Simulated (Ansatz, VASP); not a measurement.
Given: the input of a run of Ansatz 0.2.0 on SrB3Pt. The cell comes from a database or a generator and needn't be the stable form of this composition.

input.yaml

```yaml
crystal:
  lattice:
    - [4.54056, 0.0, 0.0]
    - [0.0, 4.54056, 0.0]
    - [0.0, 0.0, 4.54056]
  atoms:
    - { symbol: Sr, position: [0.0, 0.0, 0.0] }
    - { symbol: B, position: [0.5, 0.0, 0.0] }
    - { symbol: B, position: [0.0, 0.5, 0.0] }
    - { symbol: B, position: [0.0, 0.0, 0.5] }
    - { symbol: Pt, position: [0.5, 0.5, 0.5] }
hamiltonian:
  xc: pbe
  pseudopotentials: { kind: paw }
kpoints:
  mp_grid: { grid: [5, 5, 5] }
scf:
  occupations: { method: fermi_dirac, width: 0.05 }
output:
  forces: true
  stress: true
  eigenvalues: true
relax:
  f_tol: 0.01
  max_steps: 40
  cell: { stress_tol: 0.05 }
```

Potentials or basis: Ansatz PAW.

Launch:

```console
$ ansatz run input.yaml --threads 2 --pin off --max-ram 5632MiB --backend cpu --events-out ev --progress --plain --runs-dir out
```

What does the same run look like in VASP 6.6.1? Potentials or basis there: PBE PAW files B, Pt, Sr_sv, 600 eV.

As run (cutoffs and basis follow the program's own potentials, and thresholds, step limits or extra output files can differ):

Contents of INCAR:

```
PREC = Accurate
ENCUT = 600
EDIFF = 1E-6
ISMEAR = -1
SIGMA = 0.05
LREAL = F
LASPH = T
NELM = 60
ALGO = Normal
ISIF = 3
LWAVE = F
LCHARG = F
GGA = PE
IBRION = 2
NSW = 60
EDIFFG = -0.01
```

KPOINTS

```
Automatic mesh
0
Gamma
  5 5 5
```

POSCAR

```
SrB3Pt
1.0
    4.5405600000      0.0000000000      0.0000000000
    0.0000000000      4.5405600000      0.0000000000
    0.0000000000      0.0000000000      4.5405600000
Sr B Pt
1 3 1
Direct
    0.0000000000      0.0000000000      0.0000000000
    0.5000000000      0.0000000000      0.0000000000
    0.0000000000      0.5000000000      0.0000000000
    0.0000000000      0.0000000000      0.5000000000
    0.5000000000      0.5000000000      0.5000000000
```

Potentials or basis: VASP PAW PBE potentials, release 64 (Sr_sv, B, Pt).

Command:

```console
$ cat potpaw_PBE.64/Sr_sv/POTCAR potpaw_PBE.64/B/POTCAR potpaw_PBE.64/Pt/POTCAR > POTCAR
$ mpirun -np 1 vasp_std > vasp.out
```

Both were run:

|  | Ansatz | VASP |
| --- | --- | --- |
| Relaxed volume | 19.15 Å³/atom | 19.28 Å³/atom |
| Relaxed cell | a = 4.575 Å, b = 4.575 Å, c = 4.575 Å, α = 90.00°, β = 90.00°, γ = 90.00° | a = 4.585 Å, b = 4.585 Å, c = 4.585 Å, α = 90.00°, β = 90.00°, γ = 90.00° |
| Space group after relaxing | Pm-3m (No. 221) | Pm-3m (No. 221) |
| Pressure after relaxing | 0.0 GPa | 0.1 GPa |

Ansatz's pressure holds a Pulay term of +0.05 GPa for its cutoff of 420 eV, which the other run lacks.

The potentials hold 37 and 29 valence electrons a cell.

Where Ansatz's input types no cutoff or centring, it takes its own default and a Γ-centred mesh.

Pressure is positive in compression.
